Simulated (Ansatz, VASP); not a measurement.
# ZrB in two plane-wave programs, part 2 of 2

One calculation is typed for both programs; each brings its own data sets. How far apart do they land? The cell is taken from a series of runs on this material, whose earlier steps may have relaxed, scaled, displaced or heated it; both programs get it as it stands.

VASP 6.6.1 and Ansatz 0.2.0.

So far: The starting structure; VASP: relaxation of cell and atoms, LDA; Ansatz: relaxation of cell and atoms, LDA; Comparison.

## 5. Ansatz: zone-centre phonons, LDA

Level of this step: Ansatz beside VASP: Kohn-Sham DFT, plane waves, LDA (Ansatz).

Second derivatives magnify differences that forces hide, and they need a tight electronic threshold.

The cell is taken from a series of runs on this material, whose earlier steps may have relaxed, scaled, displaced or heated it; both programs get it as it stands.

The input, input.yaml:

```yaml
crystal:
  lattice:
    - [-2.4151738176, 0.0, 2.4151738176]
    - [0.0, 2.4151738176, 2.4151738176]
    - [-2.4151738176, 2.4151738176, 0.0]
  atoms:
    - { symbol: Zr, position: [0.0, 0.0, 0.0] }
    - { symbol: B, position: [0.5, 0.5, 0.5] }
kpoints:
  mp_grid: { grid: [12, 12, 12] }
hamiltonian:
  xc: lda
scf:
  occupations: { method: methfessel_paxton, width: 0.27211 }
output:
  eigenvalues: true
phonons:
  method: dfpt
```

Run with:

```bash
$ ansatz run input.yaml --threads 4 --pin off --max-ram 8192MiB --backend cpu --events-out ev --progress --plain --runs-dir out
```

Numbers of over 12 decimals in the logs are rounded to 6 here.

The program printed:

```text
[...]
Crystal: 2 atoms, lattice volume = 28.176 Å³
Basis set: ecut = 420 eV, 537 PW (Γ), exchange–correlation on 48×48×48 points (8 copies of the dense FFT grid, shifted against one another)
Bands: 12, of which v1, the nominal top of the filled ones, is band 8 counted from 1 (7 counted from 0)
Symmetry: 48 space group operations
k-points: 163 of 1728 (irreducible under 8 space group operations, time reversal used)
[...]
k mesh reduced under 8 symmetry operations, with k and −k counted as one. Each operation leaves every solved perturbation unchanged. A smaller set is not used because it would not reduce the number of displacements times k-points to solve
  ASR residual: 2.070e-4 → 0.000e0 eV/Å²; symmetrization residual: 6.024e-7 eV/Å²
  ASR residual per site (eV/Å²): 2.07e-4 2.59e-5
  Γ frequencies (cm⁻¹): 0.00 0.00 0.00 448.39 448.39 448.39
  non-analytic LO–TO correction: not included (Born effective charges unavailable; polar crystals: no LO–TO splitting at Γ)
[key lines of the parts left out:]
SCF converged after 8 iterations
Free energy (F): -4228.003903 eV
Fermi energy:    12.548906 eV
```

## 6. VASP: zone-centre phonons, LDA

The same cell, functional (in two slightly different forms), mesh and smearing now go to VASP, with its own data sets.

The input, INCAR:

```
SYSTEM = ZrB
PREC = Accurate
ENCUT = 500
EDIFF = 1E-08
NELM = 120
ISMEAR = 1
SIGMA = 0.27211
LREAL = .FALSE.
ALGO = Normal
GGA = CA
NBANDS = 13
LASPH = .TRUE.
LORBIT = 11
LWAVE = .FALSE.
LCHARG = .FALSE.
ISIF = 2
IBRION = 8
GGA_COMPAT = .FALSE.
KPAR = 2
```

The input, POSCAR:

```
ZrB
1.0
   -2.4151738176      0.0000000000      2.4151738176
    0.0000000000      2.4151738176      2.4151738176
   -2.4151738176      2.4151738176      0.0000000000
Zr B
1 1
Direct
    0.0000000000      0.0000000000      0.0000000000
    0.5000000000      0.5000000000      0.5000000000
```

The input, KPOINTS:

```
Automatic mesh
0
Gamma
12 12 12
0 0 0
```

The projector-augmented-wave data sets are Zr_sv and B (LDA family, release 64).

Run with:

```bash
$ mpirun -np 2 vasp_std
```

The program printed:

```text
[... set-up lines as in an earlier step ...]
 entering main loop
       N       E                     dE             d eps       ncg     rms          rms(c)
DAV:   1     0.921611858703E+02    0.92161E+02   -0.76483E+03  1872   0.107E+03
DAV:   2    -0.153997485062E+02   -0.10756E+03   -0.10231E+03  2272   0.290E+02
DAV:   3    -0.193235249995E+02   -0.39238E+01   -0.38617E+01  2879   0.470E+01
DAV:   4    -0.194152061021E+02   -0.91681E-01   -0.91636E-01  2252   0.680E+00
[...]
DAV:  11    -0.175216570389E+02    0.26225E-06   -0.66426E-06  2398   0.256E-02    0.327E-03
DAV:  12    -0.175216566521E+02    0.38675E-06   -0.40425E-07  2150   0.747E-03    0.825E-04
DAV:  13    -0.175216566439E+02    0.81743E-08   -0.36515E-08  2195   0.197E-03
   1 F= -.17521657E+02 E0= -.17523663E+02  d E =0.602025E-02
 Linear response reoptimize wavefunctions to high precision
DAV:   1    -0.175216566442E+02   -0.28331E-09   -0.35741E-09  2096   0.528E-04
DAV:   2    -0.175216566442E+02    0.16598E-10   -0.93213E-11  1046   0.753E-05
 Linear response DOF=           2
 Linear response progress:
[...]
RMM:  30    -0.637336857011E+00   -0.25509E-07   -0.13516E-06  5254   0.648E-04    0.120E-04
RMM:  31    -0.637336878561E+00   -0.21550E-07   -0.12884E-06  5492   0.614E-04    0.126E-04
RMM:  32    -0.637336897101E+00   -0.18540E-07   -0.12397E-06  4873   0.583E-04    0.133E-04
 first order change of Fermi-energy  -0.44554E-03
 force on displaced ion       1 direction 1 :  -7.214   0.000   0.000
 Linear response progress:
  Degree of freedom:   2/  2
       N       E                     dE             d eps       ncg     rms          rms(c)
RMM:   1    -0.414330776244E-01   -0.41433E-01   -0.10580E-02  9730   0.103E+00
RMM:   2    -0.403893733428E-01    0.10437E-02   -0.12672E-03  8173   0.192E-01    0.115E-01
RMM:   3    -0.405358092805E-01   -0.14644E-03   -0.63920E-04  7575   0.119E-01    0.517E-02
RMM:   4    -0.410552444939E-01   -0.51944E-03   -0.30069E-04  7633   0.844E-02    0.943E-03
[...]
RMM:  11    -0.410967312594E-01    0.42426E-07   -0.11382E-07 10134   0.178E-04    0.384E-06
RMM:  12    -0.410967290417E-01    0.22178E-08   -0.13173E-07  9957   0.847E-05    0.182E-06
RMM:  13    -0.410967308261E-01   -0.17844E-08   -0.22709E-08  9725   0.419E-05    0.149E-06
 first order change of Fermi-energy   0.35216E-03
 force on displaced ion       2 direction 1 :  -7.186   0.000   0.000
 Linear response finished
```

From OUTCAR (step 6):

```text
  Total        0.0677526      0.0677526      0.0677526      0.0000000     -0.0000000     -0.0000000
  in kB        3.8526662      3.8526662      3.8526662      0.0000000     -0.0000000     -0.0000000
  external PRESSURE =       3.8526662 kB  Pullay stress =       0.0000000 kB

 POSITION                                       TOTAL-FORCE (eV/Angst)
 -----------------------------------------------------------------------------------
      0.00000      0.00000      0.00000         0.000000     -0.000000     -0.000000
     -2.41517      2.41517      2.41517        -0.000000      0.000000      0.000000
 -----------------------------------------------------------------------------------
    total drift:                               -0.000000     -0.000000      0.000000

[... 1 part as in an earlier step ...]

[... 1 further part left out ...]
```

Energies printed during the response cycles are not total energies of the cell.

## 7. Differences

Both answers:

| quantity | Ansatz | VASP | difference |
| --- | --- | --- | --- |
| optical mode 1 to 3 (cm⁻¹) | 448.4 | 449.7 | -0.30 % |

Modes are paired by rising frequency, not by their patterns, so a pair may set unlike modes beside each other; they are those without the splitting of longitudinal modes.

## 8. Summary of results

| Quantity | Value |
| --- | --- |
| difference in volume (relaxation of cell and atoms, LDA) | -0.20 % |
| r.m.s. difference of the optical zone-centre modes, each program's sorted by frequency (zone-centre phonons, LDA) | 1.3 cm⁻¹ |

**Reading.** The difference in volume is -0.20 % (relaxation of cell and atoms, LDA), within the 1.2 % picked in this series as the mark of a large difference, as far as the stopping tolerances let one tell. 1 further run of this series is not shown here. Such differences can come from data sets, numerical settings and the points named under the comparisons, not from the functional's error against experiment.

[Lines on the potential files, build, host, timing and source positions are cut from VASP's logs without a mark.]

[Logs are printed without paths, hosts, clocks, repeated set-up lines and the standing remarks that a program may print on its own settings, such as how far it seeks lower states.]

[Hosts, paths, dates, database ids (printed as entryN), source tags and the programs' standing remarks are cut or masked in the printed files.]
